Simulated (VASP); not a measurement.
Computed with LDA (Ceperley-Alder, Perdew-Zunger), VASP's LDA PAW potentials (set 64) (plane waves; VASP).

A VASP calculation is set up with these files.

File KPOINTS:
```
Automatic mesh
0
Gamma
13 13 13
0 0 0
```

### INCAR
```
! general
SYSTEM  = Sr
PREC    = Accurate
ENCUT   = 500
LREAL   = .FALSE.
LASPH   = .TRUE.

! electronic loop
EDIFF   = 1E-6
NELM    = 100
ALGO    = Normal
LMAXMIX = 4

! smearing
ISMEAR  = 1
SIGMA   = 0.1

! ions
IBRION  = 2
NSW     = 40
ISIF    = 3
EDIFFG  = -0.02
PSTRESS = 300

! output
LWAVE   = .FALSE.
LCHARG  = .FALSE.
```

POSCAR:
```
Sr
1
    0.0000000000     2.3555771978     2.3555771978
    2.3555771978    -0.0000000000     2.3555771978
    2.3555771978     2.3555771978    -0.0000000000
Sr
1
Direct
  0.0000000000   0.0000000000   1.0000000000
```

POTCAR, in this order: Sr_sv (LDA.64 set). Program: vasp_std.

Task: What will the output report for the number of irreducible k-points (NKPTS), largest plane-wave count, number of space-group operations, FFT grid (NGX, NGY, NGZ)?

Result: 
The number of irreducible k-points (NKPTS) is 84 and the largest plane-wave count comes out as 676. The number of space-group operations is 48 and the FFT grid (NGX, NGY, NGZ) comes out as 24 × 24 × 24.

The compound is Sr in the fcc structure. This run relaxes it under an external pressure of 30 GPa. Symmetry was kept, so distortions that lower it aren't found.
